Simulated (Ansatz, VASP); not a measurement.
# Cross-check of EuCd2Sb2 between VASP and Ansatz

Wanted: the spread between two codes on one cell, functional and k mesh.

Main program and level: Ansatz 0.2.0; plane waves, with VASP 6.6.1 beside it; relaxation of cell and atoms at r2SCAN with rVV10, DFT+U.

### 1. The starting structure

The structure is trigonal, space group P-3m1 (No. 164). The conventional cell has a = 4.744 Å, b = 4.744 Å, c = 7.705 Å, α = 90.00°, β = 90.00°, γ = 120.00°. Eu has 6 Sb at 3.33 Å nearest. Cd has 4 Sb at 2.89 to 3.00 Å nearest. Nearest to Sb lie 4 Cd at 2.89 to 3.00 Å and 3 Eu at 3.33 Å. Farther neighbours are not listed.

### 2. VASP: relaxation of cell and atoms, r2SCAN with rVV10, DFT+U

The relaxed volume is the usual yardstick between codes: its relative difference is about their pressure difference at one cell divided by the bulk modulus.

Lines of VASP's logs that name or quote its potential files are left out, and so is its time.

File INCAR:

```
SYSTEM = EuCd2Sb2
PREC = Accurate
ENCUT = 450
EDIFF = 1E-06
NELM = 150
ISMEAR = 1
SIGMA = 0.2
LREAL = .FALSE.
ALGO = Normal
METAGGA = R2SCAN
LUSE_VDW = .TRUE.
IVDW_NL = 2
BPARAM = 11.95
CPARAM = 0.0093
LASPH = .TRUE.
NBANDS = 34
ISPIN = 2
MAGMOM = 7 0 0 0 0
LDAU = .TRUE.
LDAUTYPE = 2
LDAUL = 3 -1 -1
LDAUU = 6 0 0
LDAUJ = 0 0 0
LDAUPRINT = 1
LMAXMIX = 6
AMIX = 0.2
BMIX = 1E-04
AMIX_MAG = 0.8
BMIX_MAG = 1E-04
LORBIT = 11
LWAVE = .FALSE.
LCHARG = .FALSE.
KPAR = 4
IBRION = 2
NSW = 60
ISIF = 3
EDIFFG = -0.01
```

File POSCAR:

```
EuCd2Sb2
1.0
    4.7439215846      0.0000000000      0.0000000000
   -2.3719607923      4.1083566058      0.0000000000
    0.0000000000      0.0000000000      7.7045181700
Eu Cd Sb
1 2 2
Direct
    0.0000000000      0.0000000000      0.0000000000
    0.6666666700      0.3333333300      0.3653041900
    0.3333333300      0.6666666700      0.6346958100
    0.6666666700      0.3333333300      0.7544120900
    0.3333333300      0.6666666700      0.2455879100
```

File KPOINTS:

```
Automatic mesh
0
Gamma
6 6 3
0 0 0
```

Potentials, in the order of the species: Eu, Cd and Sb (PBE family, release 64).

Command:

```
mpirun -np 4 vasp_std
```

Numbers of over 12 decimals in the logs are rounded to 6 here.

Log:

```text
[banner, memory and clock lines left out]
running    4 mpi-ranks, on    1 nodes
 distrk:  each k-point on    1 cores,    4 groups
 distr:  one band on    1 cores,    1 groups

 POSCAR found type information on POSCAR EuCdSb
 POSCAR found :  3 types and       5 ions
|                                                                             |
|               ----> ADVICE to this user running VASP <----                  |
|                                                                             |
|     You have switched on vdW-DFT.                                           |
|     This routine was written and supplied by Jiri Klimes. We recommend      |
|     that you carefully read and cite the following publications:            |
|       J. Klimes, D.R. Bowler, A. Michelides                                 |
|          J. Phys.: Cond Matt. 22 022201 (2010)                              |
|       J. Klimes, D.R. Bowler, A. Michelides                                 |
|          Phys. Rev. B. 83, 195131 (2011)                                    |
|     and references therein.                                                 |
|                                                                             |

|                                                                             |
|               ----> ADVICE to this user running VASP <----                  |
|                                                                             |
|     You enforced a specific xc type in the INCAR file but a different       |
|     [... a line on the potential file left out ...]
|     I HOPE YOU KNOW WHAT YOU ARE DOING!                                     |
|                                                                             |

 LDA part: xc-table for (None), standard interpolation
 POSCAR, INCAR and KPOINTS ok, starting setup
 FFT: planning ... GRIDC
 FFT: planning ... GRID_SOFT
 FFT: planning ... GRID
 WAVECAR not read
 entering main loop
       N       E                     dE             d eps       ncg     rms          rms(c)
Total rVV10 correction in eV:      1.6120776    65.9557333
Total rVV10 correction in eV:      1.6120776    65.9557333
Total rVV10 correction in eV:      1.6120776    65.9557333
Total rVV10 correction in eV:      1.6120776    65.9557333
DAV:   1     0.266679471085E+03    0.26668E+03   -0.19899E+04  3226   0.416E+03
DAV:   2    -0.805614996534E+02   -0.34724E+03   -0.31057E+03  3312   0.524E+02
DAV:   3    -0.132991234331E+03   -0.52430E+02   -0.51540E+02  3398   0.175E+02
DAV:   4    -0.137986012355E+03   -0.49948E+01   -0.49537E+01  4270   0.447E+01
DAV:   5    -0.138462157972E+03   -0.47615E+00   -0.47479E+00  4374   0.127E+01    0.727E+01
Total rVV10 correction in eV:      1.6129361    65.9557329
Total rVV10 correction in eV:      1.6129361    65.9557329
Total rVV10 correction in eV:      1.6129361    65.9557329
Total rVV10 correction in eV:      1.6129361    65.9557329
DAV:   6    -0.131914537727E+03    0.65476E+01   -0.15062E+01  3588   0.608E+01    0.386E+01
Total rVV10 correction in eV:      1.6201452    65.9557329
Total rVV10 correction in eV:      1.6201452    65.9557329
Total rVV10 correction in eV:      1.6201452    65.9557329
Total rVV10 correction in eV:      1.6201452    65.9557329
DAV:   7    -0.132211562084E+03   -0.29702E+00   -0.28960E+00  3976   0.223E+01    0.230E+01
Total rVV10 correction in eV:      1.6286782    65.9557329
Total rVV10 correction in eV:      1.6286782    65.9557329
Total rVV10 correction in eV:      1.6286782    65.9557329
Total rVV10 correction in eV:      1.6286782    65.9557329
DAV:   8    -0.132208990069E+03    0.25720E-02   -0.52582E-01  4352   0.115E+01    0.132E+01
Total rVV10 correction in eV:      1.6378470    65.9557329
Total rVV10 correction in eV:      1.6378470    65.9557329
Total rVV10 correction in eV:      1.6378470    65.9557329
Total rVV10 correction in eV:      1.6378470    65.9557329
DAV:   9    -0.132172632300E+03    0.36358E-01   -0.29287E-01  3880   0.116E+01    0.836E+00
Total rVV10 correction in eV:      1.6513352    65.9557329
Total rVV10 correction in eV:      1.6513352    65.9557329
Total rVV10 correction in eV:      1.6513352    65.9557329
Total rVV10 correction in eV:      1.6513352    65.9557329
DAV:  10    -0.132201402127E+03   -0.28770E-01   -0.30273E-01  3768   0.104E+01    0.715E+00
Total rVV10 correction in eV:      1.6511568    65.9557329
Total rVV10 correction in eV:      1.6511568    65.9557329
Total rVV10 correction in eV:      1.6511568    65.9557329
Total rVV10 correction in eV:      1.6511568    65.9557329
DAV:  11    -0.132193343687E+03    0.80584E-02   -0.74720E-02  3878   0.512E+00    0.189E+00
Total rVV10 correction in eV:      1.6507575    65.9557329
[...]
DAV:   3    -0.132196420216E+03    0.79127E-04   -0.36533E-04  3572   0.298E-01    0.161E-01
Total rVV10 correction in eV:      1.6435807    65.9557327
Total rVV10 correction in eV:      1.6435807    65.9557327
Total rVV10 correction in eV:      1.6435807    65.9557327
Total rVV10 correction in eV:      1.6435807    65.9557327
DAV:   4    -0.132196384338E+03    0.35877E-04   -0.10806E-04  3806   0.265E-01    0.945E-02
Total rVV10 correction in eV:      1.6435937    65.9557327
Total rVV10 correction in eV:      1.6435937    65.9557327
Total rVV10 correction in eV:      1.6435937    65.9557327
Total rVV10 correction in eV:      1.6435937    65.9557327
DAV:   5    -0.132196380156E+03    0.41829E-05   -0.26604E-05  3784   0.403E-02    0.743E-02
Total rVV10 correction in eV:      1.6435964    65.9557327
Total rVV10 correction in eV:      1.6435964    65.9557327
Total rVV10 correction in eV:      1.6435964    65.9557327
Total rVV10 correction in eV:      1.6435964    65.9557327
DAV:   6    -0.132196376659E+03    0.34964E-05   -0.26708E-06  2084   0.302E-02    0.549E-02
Total rVV10 correction in eV:      1.6436082    65.9557327
Total rVV10 correction in eV:      1.6436082    65.9557327
Total rVV10 correction in eV:      1.6436082    65.9557327
Total rVV10 correction in eV:      1.6436082    65.9557327
DAV:   7    -0.132196369583E+03    0.70763E-05   -0.61834E-06  3606   0.475E-02    0.280E-02
Total rVV10 correction in eV:      1.6436165    65.9557327
Total rVV10 correction in eV:      1.6436165    65.9557327
Total rVV10 correction in eV:      1.6436165    65.9557327
Total rVV10 correction in eV:      1.6436165    65.9557327
DAV:   8    -0.132196366654E+03    0.29291E-05   -0.64583E-06  3072   0.471E-02    0.272E-02
Total rVV10 correction in eV:      1.6436121    65.9557327
Total rVV10 correction in eV:      1.6436121    65.9557327
Total rVV10 correction in eV:      1.6436121    65.9557327
Total rVV10 correction in eV:      1.6436121    65.9557327
DAV:   9    -0.132196366343E+03    0.31075E-06   -0.84094E-07  1384   0.191E-02
Total rVV10 correction in eV:      1.6436238    65.9557327
Total rVV10 correction in eV:      1.6436238    65.9557327
Total rVV10 correction in eV:      1.6436238    65.9557327
Total rVV10 correction in eV:      1.6436238    65.9557327
Total rVV10 correction in eV:      1.6436124    65.9557327
Total rVV10 correction in eV:      1.6436124    65.9557327
Total rVV10 correction in eV:      1.6436124    65.9557327
Total rVV10 correction in eV:      1.6436124    65.9557327
  18 F= -.13219637E+03 E0= -.13219649E+03  d E =-.740612E-04  mag=     6.9967
[...]
19 F= -.13219638E+03 E0= -.13219651E+03  d E =-.857515E-04  mag=     6.9967
[...]
20 F= -.13219638E+03 E0= -.13219651E+03  d E =-.883299E-04  mag=     6.9967
 curvature:  -0.09 expect dE=-0.474E-05 dE for cont linesearch -0.874E-06
 ZBRENT: accuracy reached
 trial: gam= 0.00000 g(F)=  0.181E-04 g(S)=  0.322E-04 ort =-0.387E-04 (trialstep = 0.926E+00)
 search vector abs. value=  0.503E-04
 bond charge predicted
       N       E                     dE             d eps       ncg     rms          rms(c)
Total rVV10 correction in eV:      1.6436686    65.9557327
Total rVV10 correction in eV:      1.6436686    65.9557327
Total rVV10 correction in eV:      1.6436686    65.9557327
Total rVV10 correction in eV:      1.6436686    65.9557327
DAV:   1    -0.132196601452E+03   -0.22061E-03   -0.58093E-03  3496   0.197E+00    0.424E-01
Total rVV10 correction in eV:      1.6438351    65.9557328
Total rVV10 correction in eV:      1.6438351    65.9557328
Total rVV10 correction in eV:      1.6438351    65.9557328
Total rVV10 correction in eV:      1.6438351    65.9557328
DAV:   2    -0.132196475310E+03    0.12614E-03   -0.58226E-04  3768   0.468E-01    0.146E-01
Total rVV10 correction in eV:      1.6439282    65.9557328
Total rVV10 correction in eV:      1.6439282    65.9557328
Total rVV10 correction in eV:      1.6439282    65.9557328
Total rVV10 correction in eV:      1.6439282    65.9557328
DAV:   3    -0.132196422018E+03    0.53292E-04   -0.87086E-05  3804   0.243E-01    0.105E-01
Total rVV10 correction in eV:      1.6439898    65.9557328
Total rVV10 correction in eV:      1.6439898    65.9557328
Total rVV10 correction in eV:      1.6439898    65.9557328
Total rVV10 correction in eV:      1.6439898    65.9557328
DAV:   4    -0.132196401977E+03    0.20042E-04   -0.44853E-05  4138   0.144E-01    0.664E-02
Total rVV10 correction in eV:      1.6440006    65.9557328
Total rVV10 correction in eV:      1.6440006    65.9557328
Total rVV10 correction in eV:      1.6440006    65.9557328
Total rVV10 correction in eV:      1.6440006    65.9557328
DAV:   5    -0.132196399070E+03    0.29069E-05   -0.61836E-06  2642   0.240E-02    0.539E-02
Total rVV10 correction in eV:      1.6440166    65.9557328
Total rVV10 correction in eV:      1.6440166    65.9557328
Total rVV10 correction in eV:      1.6440166    65.9557328
Total rVV10 correction in eV:      1.6440166    65.9557328
DAV:   6    -0.132196393349E+03    0.57207E-05   -0.17196E-06  2102   0.373E-02    0.307E-02
Total rVV10 correction in eV:      1.6440513    65.9557328
Total rVV10 correction in eV:      1.6440513    65.9557328
Total rVV10 correction in eV:      1.6440513    65.9557328
Total rVV10 correction in eV:      1.6440513    65.9557328
DAV:   7    -0.132196386889E+03    0.64604E-05   -0.14499E-05  4102   0.773E-02    0.364E-02
Total rVV10 correction in eV:      1.6440501    65.9557328
Total rVV10 correction in eV:      1.6440501    65.9557328
Total rVV10 correction in eV:      1.6440501    65.9557328
Total rVV10 correction in eV:      1.6440501    65.9557328
DAV:   8    -0.132196386384E+03    0.50439E-06   -0.28974E-06  1976   0.240E-02
Total rVV10 correction in eV:      1.6440502    65.9557328
Total rVV10 correction in eV:      1.6440502    65.9557328
Total rVV10 correction in eV:      1.6440502    65.9557328
Total rVV10 correction in eV:      1.6440502    65.9557328
Total rVV10 correction in eV:      1.6440480    65.9557328
Total rVV10 correction in eV:      1.6440480    65.9557328
Total rVV10 correction in eV:      1.6440480    65.9557328
Total rVV10 correction in eV:      1.6440480    65.9557328
  21 F= -.13219639E+03 E0= -.13219653E+03  d E =-.577261E-05  mag=     6.9968
 trial-energy change:   -0.000006  1 .order   -0.000021   -0.000047    0.000004
 step:   0.8591(harm=  0.8591)  dis= 0.00057  next Energy=  -132.196402 (dE=-0.216E-04)
 reached required accuracy - stopping structural energy minimisation
```

[end of part 1 of 3]

[Lines on the potential files, build, host, timing and source positions are cut from VASP's logs without a mark.]

[Logs are printed without paths, hosts, clocks, repeated set-up lines and the standing remarks that a program may print on its own settings, such as how far it seeks lower states.]

[Hosts, paths, dates, database ids (printed as entryN), source tags and the programs' standing remarks are cut or masked in the printed files.]
